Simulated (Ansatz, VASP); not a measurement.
# InSn6Sb in two plane-wave programs, part 2 of 2

Aim: how closely do two programs agree when they are given the same cell, functional and k mesh? The cell is generated by rule, not measured, and may not be a known phase. The cell is taken from a series of runs on this material, whose earlier steps may have relaxed, scaled, displaced or heated it; both programs get it as it stands.

VASP 6.6.1 and Ansatz 0.2.0.

So far: The starting structure; VASP: relaxation of cell and atoms, PBE, pair 1; Ansatz: relaxation of cell and atoms, PBE, pair 1.

The structure was built from a prototype and need not be the compound's stable phase.

**4. Side by side**

Known differences besides the potentials themselves: the data sets hold 112 valence electrons in Ansatz (on its default PAW (the set named soft_2) files) and 102 in VASP; the cutoff is 420 eV in Ansatz and 500 eV in VASP; Ansatz adds a Pulay correction to the stress that steers its cell, VASP none. Total energies have different zeros and are not compared.

The two programs side by side:

```csv
quantity,Ansatz,VASP,difference
volume (Å³),296.38,296.16,+0.07 %
"edge a after relaxation, in the typed setting (Å)",4.733,4.731,+0.04 %
"edge b after relaxation, in the typed setting (Å)",4.715,4.714,+0.01 %
"edge c after relaxation, in the typed setting (Å)",13.281,13.278,+0.02 %
```

**5. Ansatz: relaxation of cell and atoms, PBE, pair 2**

The relaxed volume is the usual yardstick between codes: in a stiff, nearly cubic crystal its relative difference is about their pressure difference at one cell divided by the bulk modulus.

The cell is taken from a series of runs on this material, whose earlier steps may have relaxed, scaled, displaced or heated it; both programs get it as it stands.

input.yaml

```yaml
crystal:
  lattice:
    - [3.3467748611, 3.3467748611, 0.0]
    - [-3.334018979, 3.334018979, 0.0]
    - [0.0, 0.0, 13.280863225]
  atoms:
    - { symbol: In, position: [0.0, 0.0, -0.0043970239] }
    - { symbol: Sb, position: [0.5, 0.0, 0.1227944291] }
    - { symbol: Sn, position: [0.5, 0.5, 0.2521990953] }
    - { symbol: Sn, position: [1.0, 0.5, 0.3761764489] }
    - { symbol: Sn, position: [0.0, 0.0, 0.5012733844] }
    - { symbol: Sn, position: [0.5, 0.0, 0.6254291827] }
    - { symbol: Sn, position: [0.5, 0.5, 0.7515827478] }
    - { symbol: Sn, position: [1.0, 0.5, 0.8749417357] }
kpoints:
  mp_grid: { grid: [6, 8, 4] }
hamiltonian:
  xc: pbe
scf:
  occupations: { method: methfessel_paxton, width: 0.15 }
output:
  forces: true
  stress: true
  eigenvalues: true
relax:
  adjacent_minimum: "off"
  f_tol: 0.001
  max_steps: 60
  cell: { stress_tol: 0.01 }
```

Run with:

```console
> ansatz run input.yaml --threads 8 --pin off --max-ram 14336MiB --backend cpu --events-out ev --progress --plain --runs-dir out
```

Numbers of over 12 decimals in the logs are rounded to 6 here.

The program printed:

```text
[...]
Crystal: 8 atoms, lattice volume = 296.381 Å³
Basis set: ecut = 420 eV, 5765 PW (Γ), exchange–correlation on 64×64×180 points (8 copies of the dense FFT grid, shifted against one another)
Bands: 68, of which v1, the nominal top of the filled ones, is band 56 counted from 1 (55 counted from 0)
Symmetry: 4 space group operations
[...]
- [0, 0, 13.305326]
  atoms:
    - { symbol: In, position: [0, 0, -0.00429392] }
    - { symbol: Sb, position: [0.500000, 0, 0.122517] }
    - { symbol: Sn, position: [0.500000, 0.500000, 0.252611] }
    - { symbol: Sn, position: [1.000000, 0.500000, 0.376033] }
    - { symbol: Sn, position: [0, 0, 0.501565] }
    - { symbol: Sn, position: [0.500000, 0, 0.625205] }
    - { symbol: Sn, position: [0.500000, 0.500000, 0.751760] }
    - { symbol: Sn, position: [1.000000, 0.500000, 0.874603] }
[key lines of the parts left out:]
SCF converged after 6 iterations
Free energy (F): -48227.582622 eV
Fermi energy:    6.789065 eV
P = ⅓ Tr σ = 0.0003 GPa (0.003 kbar)
```

**6. VASP: relaxation of cell and atoms, PBE, pair 2**

The same cell, functional, mesh and smearing now go to VASP, with its own data sets.

INCAR

```
SYSTEM = InSn6Sb
PREC = Accurate
ENCUT = 500
EDIFF = 1E-07
NELM = 120
ISMEAR = 1
SIGMA = 0.15
LREAL = .FALSE.
ALGO = Normal
GGA = PE
NBANDS = 63
LORBIT = 11
LWAVE = .FALSE.
LCHARG = .FALSE.
ISIF = 3
IBRION = 2
NSW = 80
EDIFFG = -0.005
LASPH = .TRUE.
GGA_COMPAT = .FALSE.
NELMIN = 4
KPAR = 2
```

POSCAR

```
InSn6Sb
1.0
    3.3467750000      3.3467750000      0.0000000000
   -3.3340190000      3.3340190000      0.0000000000
    0.0000000000      0.0000000000     13.2808630000
In Sb Sn
1 1 6
Direct
    0.0000000000      0.0000000000      0.9956029966
    0.5000000000      0.0000000000      0.1227944298
    0.5000000000      0.5000000000      0.2521991229
    0.0000000000      0.5000000000      0.3761764578
    0.0000000000      0.0000000000      0.5012733736
    0.5000000000      0.0000000000      0.6254291607
    0.5000000000      0.5000000000      0.7515827849
    0.0000000000      0.5000000000      0.8749417865
```

KPOINTS

```
Automatic mesh
0
Gamma
6 8 4
0 0 0
```

Potentials, in the order of the species: In_d, Sb and Sn_d (PBE family, release 64).

Run with:

```console
> mpirun -np 2 vasp_std
```

The program printed:

```text
[... set-up lines as in an earlier step ...]
 entering main loop
       N       E                     dE             d eps       ncg     rms          rms(c)
DAV:   1     0.112674262707E+04    0.11267E+04   -0.47424E+04  8005   0.209E+03
DAV:   2     0.163763793968E+03   -0.96298E+03   -0.94116E+03  7560   0.620E+02
DAV:   3    -0.174036856548E+02   -0.18117E+03   -0.17696E+03  8310   0.227E+02
DAV:   4    -0.295767026087E+02   -0.12173E+02   -0.12074E+02  8821   0.641E+01
[...]
DAV:  14    -0.297490470307E+02   -0.25594E-05   -0.39492E-06  9513   0.946E-03    0.104E-03
DAV:  15    -0.297490473127E+02   -0.28201E-06   -0.42492E-07  7113   0.432E-03    0.754E-04
DAV:  16    -0.297490473536E+02   -0.40947E-07   -0.48125E-08  4842   0.232E-03
   1 F= -.29749047E+02 E0= -.29748733E+02  d E =-.297490E+02
[... from here on, the cycles between the ionic steps are left out ...]
   2 F= -.29749305E+02 E0= -.29748983E+02  d E =-.257578E-03
   3 F= -.29749353E+02 E0= -.29749027E+02  d E =-.305401E-03
   4 F= -.29749484E+02 E0= -.29749175E+02  d E =-.131388E-03
   5 F= -.29749515E+02 E0= -.29749222E+02  d E =-.162006E-03
   6 F= -.29749555E+02 E0= -.29749282E+02  d E =-.402104E-04
   7 F= -.29749563E+02 E0= -.29749301E+02  d E =-.479356E-04
   8 F= -.29749563E+02 E0= -.29749304E+02  d E =-.483263E-04
   9 F= -.29749573E+02 E0= -.29749320E+02  d E =-.970587E-05
  10 F= -.29749573E+02 E0= -.29749319E+02  d E =-.990757E-05
  11 F= -.29749576E+02 E0= -.29749325E+02  d E =-.308104E-05
 trial-energy change:   -0.000003  1 .order   -0.000003   -0.000005   -0.000001
 step:   1.8095(harm=  1.8095)  dis= 0.00038  next Energy=   -29.749576 (dE=-0.327E-05)
 reached required accuracy - stopping structural energy minimisation
```

From OUTCAR (step 6):

```text
  Total        0.0008105      0.0008105     -0.0007139      0.0018726      0.0000000      0.0000000
  in kB        0.0043853      0.0043853     -0.0038627      0.0101321      0.0000000      0.0000000
  external PRESSURE =       0.0016360 kB  Pullay stress =       0.0000000 kB

 POSITION                                       TOTAL-FORCE (eV/Angst)
 -----------------------------------------------------------------------------------
      3.34981      3.34981     13.24429        -0.000000      0.000000     -0.000074
      1.67490      1.67490      1.62846        -0.000000      0.000000      0.001277
      0.01350      3.33630      3.36006        -0.000000      0.000000      0.001193
     -1.66140      1.66140      5.00188        -0.000000      0.000000      0.000524
     -0.00000      0.00000      6.67171        -0.000000      0.000000     -0.000335
     -1.64790      4.99771      8.31677         0.000000     -0.000000     -0.000117
      0.01350      3.33630     10.00028         0.000000     -0.000000     -0.002495
     -1.66140      1.66140     11.63424        -0.000000      0.000000      0.000026
 -----------------------------------------------------------------------------------
    total drift:                                0.000000      0.000000      0.001286

  FREE ENERGIE OF THE ION-ELECTRON SYSTEM (eV)
  ---------------------------------------------------
  free  energy   TOTEN  =       -29.7495760754 eV

  energy  without entropy=      -29.7488235488  energy(sigma->0) =      -29.74932523

[... 1 part as in an earlier step ...]

[... 3 further parts left out ...]
[key lines of the parts left out:]
E-fermi :   4.7557
```

**7. Comparison**

What differs besides the data sets and the points named for the pairs above, as far as they apply: the data sets hold 112 valence electrons in Ansatz (on its default PAW (the set named soft_2) files) and 102 in VASP. Total energies have different zeros and are not compared.

The two programs side by side:

```csv
quantity,Ansatz,VASP,difference
volume (Å³),296.40,296.12,+0.09 %
"edge a after relaxation, in the typed setting (Å)",4.739,4.737,+0.04 %
"edge b after relaxation, in the typed setting (Å)",4.700,4.699,+0.02 %
"edge c after relaxation, in the typed setting (Å)",13.305,13.302,+0.03 %
```

**8. What came out**

| Property | Result |
| --- | --- |
| difference in volume (relaxation of cell and atoms, PBE, pair 1) | 0.074 % |
| difference in volume (relaxation of cell and atoms, PBE, pair 2) | 0.094 % |

What this shows: The difference in volume is 0.094 % (relaxation of cell and atoms, PBE, pair 2), within the 1.2 % picked in this series as the mark of a large difference, as far as the stopping tolerances let one tell. The data sets hold unlike numbers of valence electrons (112 in Ansatz and 102 in VASP), so part of the differences may come from the potentials. Such differences can come from data sets, numerical settings and the points named under the comparisons, not from the functional's error against experiment.

[Lines on the potential files, build, host, timing and source positions are cut from VASP's logs without a mark.]

[Logs are printed without paths, hosts, clocks, repeated set-up lines and the standing remarks that a program may print on its own settings, such as how far it seeks lower states.]

[Hosts, paths, dates, database ids (printed as entryN), source tags and the programs' standing remarks are cut or masked in the printed files.]
